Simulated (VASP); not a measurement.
Input:

```xyz
2
Lattice="0.0000 2.4874 2.4874 2.4874 0.0000 2.4874 2.4874 2.4874 0.0000" Properties=species:S:1:pos:R:3 pbc="T T T"
Li     0.0000     0.0000     0.0000
Br     2.4874     2.4874     2.4874
```

The numbers are results of LDA (Ceperley-Alder, Perdew-Zunger), VASP's LDA PAW potentials (set 64) (plane waves; VASP), not measurements. Run with 620 eV cut-off, 9×9×9 Γ-centred mesh, Gaussian smearing of 0.050 eV, potentials Li_sv Br.

Task: Estimate the energy per atom (σ→0), pressure.

Result: 
The energy per atom (σ→0) is -3.598 eV/atom and the pressure is 10.02 GPa.

Total energies compare only between runs with the same potentials, cut-off and functional.

The compound is LiBr in the rock salt structure. It was relaxed first under an external pressure of 10 GPa.
